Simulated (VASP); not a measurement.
Output of a VASP run:

File OSZICAR:
```
       N       E                     dE             d eps       ncg     rms          rms(c)
DAV:   1     0.922788339641E+02    0.92279E+02   -0.63135E+03   696   0.975E+02
DAV:   2    -0.192191210941E+01   -0.94201E+02   -0.86912E+02   924   0.250E+02
DAV:   3    -0.710952021008E+01   -0.51876E+01   -0.51648E+01   900   0.553E+01
DAV:   4    -0.726723226974E+01   -0.15771E+00   -0.15755E+00  1188   0.929E+00
DAV:   5    -0.726877143720E+01   -0.15392E-02   -0.15391E-02   896   0.848E-01    0.333E+00
RMM:   6    -0.702321248794E+01    0.24556E+00   -0.41956E-01   696   0.304E+00    0.260E+00
RMM:   7    -0.701513525517E+01    0.80772E-02   -0.23531E-01   714   0.217E+00    0.155E+00
RMM:   8    -0.702527690882E+01   -0.10142E-01   -0.33806E-02   737   0.126E+00    0.336E-01
RMM:   9    -0.702340403699E+01    0.18729E-02   -0.63181E-03   778   0.466E-01    0.211E-01
RMM:  10    -0.702348646705E+01   -0.82430E-04   -0.24504E-03   815   0.264E-01    0.722E-02
RMM:  11    -0.702385880342E+01   -0.37234E-03   -0.97887E-04   738   0.199E-01    0.465E-02
RMM:  12    -0.702393030151E+01   -0.71498E-04   -0.45582E-04   745   0.108E-01    0.630E-02
RMM:  13    -0.702389454552E+01    0.35756E-04   -0.16337E-04   691   0.709E-02    0.163E-02
RMM:  14    -0.702389989903E+01   -0.53535E-05   -0.11714E-04   682   0.565E-02    0.160E-02
RMM:  15    -0.702389932731E+01    0.57172E-06   -0.30632E-05   569   0.301E-02
   1 F= -.70238993E+01 E0= -.70238993E+01  d E =-.702390E+01
```

OUTCAR:
```
------------------------ aborting loop because EDIFF is reached ----------------------------------------
  FORCE on cell =-STRESS in cart. coord.  units (eV):
  Direction    XX          YY          ZZ          XY          YZ          ZX
  --------------------------------------------------------------------------------------
  Total        0.0150669      0.0150669      0.0150669     -0.0000000     -0.0000000     -0.0000000
  in kB        0.3958232      0.3958232      0.3958232     -0.0000000     -0.0000000     -0.0000000
  external PRESSURE =       0.3958232 kB  Pullay stress =       0.0000000 kB
  volume of cell :       60.99
      direct lattice vectors                 reciprocal lattice vectors
     0.000000000  3.124166194  3.124166194    -0.160042702  0.160042702  0.160042702
     3.124166194  0.000000000  3.124166194     0.160042702 -0.160042702  0.160042702
     3.124166194  3.124166194  0.000000000     0.160042702  0.160042702 -0.160042702
  FREE ENERGIE OF THE ION-ELECTRON SYSTEM (eV)
  ---------------------------------------------------
  free  energy   TOTEN  =        -7.0238993273 eV

  energy  without entropy=       -7.0238993273  energy(sigma->0) =       -7.02389933

 reached required accuracy - stopping structural energy minimisation
```
(Selected blocks of OUTCAR.)

**POSCAR**
```
KCl
1
    0.0000000000     3.1241661938     3.1241661938
    3.1241661938     0.0000000000     3.1241661938
    3.1241661938     3.1241661938     0.0000000000
K Cl
1 1
Direct
  0.0000000000   0.0000000000   0.0000000000
  0.5000000000   0.5000000000   0.5000000000
```

**Question.** Write an INCAR and KPOINTS that could have produced this output.

**Answer.** Several could match; the one computed here: the input of the run itself, PBEsol GGA, plane waves, VASP's PBE PAW potentials (set 64).

**INCAR**
```
SYSTEM = KCl
PREC = Normal
ENCUT = 400
EDIFF = 1E-5
NELM = 100
ALGO = Fast
LREAL = .FALSE.
LASPH = .TRUE.
ISMEAR = 0
SIGMA = 0.05
GGA = PS
LWAVE = .FALSE.
LCHARG = .FALSE.
NELMIN = 4
IBRION = 2
ISIF = 2
NSW = 20
EDIFFG = -0.03
```

File KPOINTS:
```
Automatic mesh
0
Gamma
8 8 8
0 0 0
```

POTCAR, in this order: K_sv Cl (PBE.64 set). Program: vasp_std.

The compound is KCl in the rock salt structure. It was relaxed first.
